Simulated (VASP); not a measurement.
OSZICAR of a VASP run on MoS$_{2}$ (2H layered):

File OSZICAR:
```
...
   2 F= -.48444523E+02 E0= -.48444523E+02  d E =0.410034E+00
       N       E                     dE             d eps       ncg     rms          rms(c)
DAV:   1    -0.520942656885E+02   -0.36497E+01   -0.77038E+01  1544   0.746E+01    0.202E+01
DAV:   2    -0.499710500579E+02    0.21232E+01   -0.26037E+01  1718   0.348E+01    0.722E+00
DAV:   3    -0.490374178799E+02    0.93363E+00   -0.60821E+00  1575   0.121E+01    0.498E+00
DAV:   4    -0.489794014886E+02    0.58016E-01   -0.56774E-01  1495   0.451E+00    0.147E+00
DAV:   5    -0.489564480317E+02    0.22953E-01   -0.14738E-01  1808   0.238E+00    0.636E-01
DAV:   6    -0.489582098607E+02   -0.17618E-02   -0.89015E-03  1726   0.557E-01    0.352E-01
DAV:   7    -0.489585281396E+02   -0.31828E-03   -0.70352E-04  1762   0.151E-01    0.212E-01
DAV:   8    -0.489585002427E+02    0.27897E-04   -0.40943E-04  1875   0.100E-01    0.889E-02
DAV:   9    -0.489585003894E+02   -0.14669E-06   -0.42074E-05  1740   0.322E-02    0.422E-02
DAV:  10    -0.489584995925E+02    0.79684E-06   -0.21875E-06  1374   0.710E-03
   3 F= -.48958500E+02 E0= -.48958500E+02  d E =-.103943E+00
       N       E                     dE             d eps       ncg     rms          rms(c)
DAV:   1    -0.489592076686E+02   -0.70728E-03   -0.14764E-02  1544   0.101E+00    0.322E-01
DAV:   2    -0.489587578370E+02    0.44983E-03   -0.37362E-03  1711   0.421E-01    0.923E-02
DAV:   3    -0.489586442403E+02    0.11360E-03   -0.88092E-04  1612   0.142E-01    0.512E-02
DAV:   4    -0.489586242605E+02    0.19980E-04   -0.10816E-04  1624   0.697E-02    0.138E-02
DAV:   5    -0.489586240859E+02    0.17462E-06   -0.17905E-05  1927   0.242E-02    0.172E-02
DAV:   6    -0.489586240102E+02    0.75708E-07   -0.44433E-06  1417   0.104E-02
   4 F= -.48958624E+02 E0= -.48958624E+02  d E =-.104067E+00
       N       E                     dE             d eps       ncg     rms          rms(c)
DAV:   1    -0.489588742848E+02   -0.25020E-03   -0.69143E-03  1558   0.694E-01    0.220E-01
DAV:   2    -0.489586621333E+02    0.21215E-03   -0.17235E-03  1703   0.287E-01    0.588E-02
DAV:   3    -0.489586098038E+02    0.52330E-04   -0.40069E-04  1605   0.960E-02    0.369E-02
DAV:   4    -0.489586004826E+02    0.93211E-05   -0.49055E-05  1582   0.467E-02    0.994E-03
DAV:   5    -0.489586002804E+02    0.20220E-06   -0.92282E-06  1692   0.176E-02
   5 F= -.48958600E+02 E0= -.48958600E+02  d E =-.104044E+00
       N       E                     dE             d eps       ncg     rms          rms(c)
DAV:   1    -0.489609148649E+02   -0.23144E-02   -0.72120E-02  1538   0.203E+00    0.432E-01
DAV:   2    -0.489592332403E+02    0.16816E-02   -0.60955E-03  1558   0.565E-01    0.104E-01
DAV:   3    -0.489589809783E+02    0.25226E-03   -0.63818E-04  1766   0.139E-01    0.660E-02
DAV:   4    -0.489589465940E+02    0.34384E-04   -0.22180E-04  1742   0.102E-01    0.712E-02
DAV:   5    -0.489589385545E+02    0.80395E-05   -0.32917E-05  1805   0.293E-02    0.296E-02
DAV:   6    -0.489589386046E+02   -0.50081E-07   -0.64892E-06  1597   0.116E-02
   6 F= -.48958939E+02 E0= -.48958939E+02  d E =-.338324E-03
       N       E                     dE             d eps       ncg     rms          rms(c)
DAV:   1    -0.489589870892E+02   -0.48535E-04   -0.18223E-03  1524   0.321E-01    0.682E-02
DAV:   2    -0.489589443778E+02    0.42711E-04   -0.15211E-04  1579   0.882E-02    0.161E-02
DAV:   3    -0.489589379148E+02    0.64631E-05   -0.16239E-05  1773   0.223E-02    0.105E-02
DAV:   4    -0.489589370654E+02    0.84943E-06   -0.53309E-06  1479   0.160E-02
   7 F= -.48958937E+02 E0= -.48958937E+02  d E =-.336785E-03
       N       E                     dE             d eps       ncg     rms          rms(c)
DAV:   1    -0.489594853679E+02   -0.54745E-03   -0.26140E-02  1495   0.121E+00    0.385E-01
DAV:   2    -0.489590868868E+02    0.39848E-03   -0.35403E-03  1740   0.400E-01    0.829E-02
DAV:   3    -0.489589856488E+02    0.10124E-03   -0.10041E-03  1611   0.145E-01    0.820E-02
DAV:   4    -0.489589522474E+02    0.33401E-04   -0.15868E-04  1647   0.831E-02    0.178E-02
DAV:   5    -0.489589514922E+02    0.75523E-06   -0.37344E-05  1910   0.338E-02    0.148E-02
DAV:   6    -0.489589512316E+02    0.26054E-06   -0.32565E-06  1384   0.107E-02
   8 F= -.48958951E+02 E0= -.48958951E+02  d E =-.141663E-04
       N       E                     dE             d eps       ncg     rms          rms(c)
DAV:   1    -0.489591107236E+02   -0.15923E-03   -0.54746E-03  1509   0.556E-01    0.176E-01
DAV:   2    -0.489590270030E+02    0.83721E-04   -0.73942E-04  1711   0.183E-01    0.378E-02
DAV:   3    -0.489590058184E+02    0.21185E-04   -0.20486E-04  1596   0.659E-02    0.364E-02
DAV:   4    -0.489589990393E+02    0.67791E-05   -0.32594E-05  1619   0.378E-02    0.776E-03
DAV:   5    -0.489589989092E+02    0.13015E-06   -0.74365E-06  1686   0.152E-02
   9 F= -.48958999E+02 E0= -.48958999E+02  d E =-.618438E-04
       N       E                     dE             d eps       ncg     rms          rms(c)
DAV:   1    -0.489594919361E+02   -0.49290E-03   -0.19147E-02  1504   0.900E-01    0.153E-01
DAV:   2    -0.489591996548E+02    0.29228E-03   -0.27097E-03  1751   0.322E-01    0.114E-01
DAV:   3    -0.489591225245E+02    0.77130E-04   -0.24907E-04  1731   0.950E-02    0.372E-02
DAV:   4    -0.489590997291E+02    0.22795E-04   -0.11758E-04  1681   0.546E-02    0.170E-02
DAV:   5    -0.489590994746E+02    0.25442E-06   -0.48884E-06  1507   0.131E-02
  10 F= -.48959099E+02 E0= -.48959099E+02  d E =-.100565E-03
       N       E                     dE             d eps       ncg     rms          rms(c)
DAV:   1    -0.489619710468E+02   -0.28713E-02   -0.13587E-01  1504   0.240E+00    0.401E-01
DAV:   2    -0.489598930194E+02    0.20780E-02   -0.19184E-02  1751   0.854E-01    0.309E-01
DAV:   3    -0.489593467490E+02    0.54627E-03   -0.17411E-03  1738   0.251E-01    0.103E-01
DAV:   4    -0.489591804820E+02    0.16627E-03   -0.83676E-04  1716   0.146E-01    0.472E-02
DAV:   5    -0.489591786932E+02    0.17888E-05   -0.34139E-05  1770   0.347E-02    0.263E-02
DAV:   6    -0.489591772828E+02    0.14104E-05   -0.71917E-06  1591   0.134E-02    0.152E-02
DAV:   7    -0.489591768787E+02    0.40403E-06   -0.22869E-06  1210   0.754E-03
  11 F= -.48959177E+02 E0= -.48959177E+02  d E =-.177970E-03
       N       E                     dE             d eps       ncg     rms          rms(c)
DAV:   1    -0.489596367727E+02   -0.45949E-03   -0.11670E-02  1553   0.817E-01    0.205E-01
DAV:   2    -0.489593322735E+02    0.30450E-03   -0.30791E-03  1696   0.367E-01    0.104E-01
DAV:   3    -0.489592416608E+02    0.90613E-04   -0.40338E-04  1616   0.102E-01    0.217E-02
DAV:   4    -0.489592327438E+02    0.89170E-05   -0.63356E-05  1572   0.459E-02    0.206E-02
DAV:   5    -0.489592329677E+02   -0.22395E-06   -0.37696E-06  1387   0.131E-02
  12 F= -.48959233E+02 E0= -.48959233E+02  d E =-.560890E-04
       N       E                     dE             d eps       ncg     rms          rms(c)
DAV:   1    -0.489627841287E+02   -0.35514E-02   -0.10181E-01  1553   0.241E+00    0.608E-01
DAV:   2    -0.489601063507E+02    0.26778E-02   -0.26528E-02  1680   0.108E+00    0.300E-01
DAV:   3    -0.489593290456E+02    0.77731E-03   -0.34677E-03  1608   0.300E-01    0.641E-02
DAV:   4    -0.489592503567E+02    0.78689E-04   -0.54964E-04  1565   0.136E-01    0.608E-02
DAV:   5    -0.489592525728E+02   -0.22160E-05   -0.36043E-05  1810   0.394E-02    0.528E-02
DAV:   6    -0.489592507575E+02    0.18153E-05   -0.19612E-05  1605   0.218E-02    0.494E-03
DAV:   7    -0.489592503505E+02    0.40701E-06   -0.47778E-06  1394   0.120E-02
  13 F= -.48959250E+02 E0= -.48959250E+02  d E =-.734717E-04
       N       E                     dE             d eps       ncg     rms          rms(c)
DAV:   1    -0.489598363748E+02   -0.58562E-03   -0.16249E-02  1553   0.965E-01    0.242E-01
DAV:   2    -0.489594105887E+02    0.42579E-03   -0.43152E-03  1696   0.435E-01    0.122E-01
DAV:   3    -0.489592825599E+02    0.12803E-03   -0.56927E-04  1616   0.122E-01    0.258E-02
DAV:   4    -0.489592698063E+02    0.12754E-04   -0.88970E-05  1516   0.544E-02    0.241E-02
DAV:   5    -0.489592700864E+02   -0.28009E-06   -0.56861E-06  1483   0.158E-02
  14 F= -.48959270E+02 E0= -.48959270E+02  d E =-.932077E-04
       N       E                     dE             d eps       ncg     rms          rms(c)
DAV:   1    -0.489594230436E+02   -0.15324E-03   -0.54097E-03  1579   0.472E-01    0.901E-02
DAV:   2    -0.489593528109E+02    0.70233E-04   -0.69141E-04  1699   0.177E-01    0.528E-02
DAV:   3    -0.489593363709E+02    0.16440E-04   -0.61067E-05  1545   0.393E-02    0.202E-02
DAV:   4    -0.489593339618E+02    0.24091E-05   -0.15697E-05  1614   0.244E-02    0.197E-02
DAV:   5    -0.489593341899E+02   -0.22801E-06   -0.39457E-07   884   0.425E-03
  15 F= -.48959334E+02 E0= -.48959334E+02  d E =-.641034E-04
       N       E                     dE             d eps       ncg     rms          rms(c)
DAV:   1    -0.489596929998E+02   -0.35904E-03   -0.19486E-02  1579   0.898E-01    0.171E-01
DAV:   2    -0.489594321312E+02    0.26087E-03   -0.24066E-03  1683   0.331E-01    0.973E-02
DAV:   3    -0.489593757633E+02    0.56368E-04   -0.20640E-04  1783   0.717E-02    0.385E-02
DAV:   4    -0.489593670658E+02    0.86975E-05   -0.54507E-05  1614   0.455E-02    0.378E-02
DAV:   5    -0.489593677889E+02   -0.72307E-06   -0.14519E-06  1089   0.776E-03
  16 F= -.48959368E+02 E0= -.48959368E+02  d E =-.977025E-04
```

Problem. Which electronic solver shows in the log?

Solution. It is blocked Davidson (ALGO = Normal, or the opening steps of other solvers). The INCAR had ALGO = Normal.

Problem. Can the final energy be trusted as converged?

Solution. Self-consistency was reached. It stopped with EDIFF = 1E-6, NELM = 100, NSW = 60 and EDIFFG = -0.01 after 16 ionic steps (LDA (Ceperley-Alder, Perdew-Zunger), plane waves, VASP's LDA PAW potentials (set 64)). Energy and stress use the plane-wave basis of the starting cell.

The compound is MoS2 in the 2H layered structure. This run relaxes it. Symmetry was kept, so distortions that lower it aren't found.
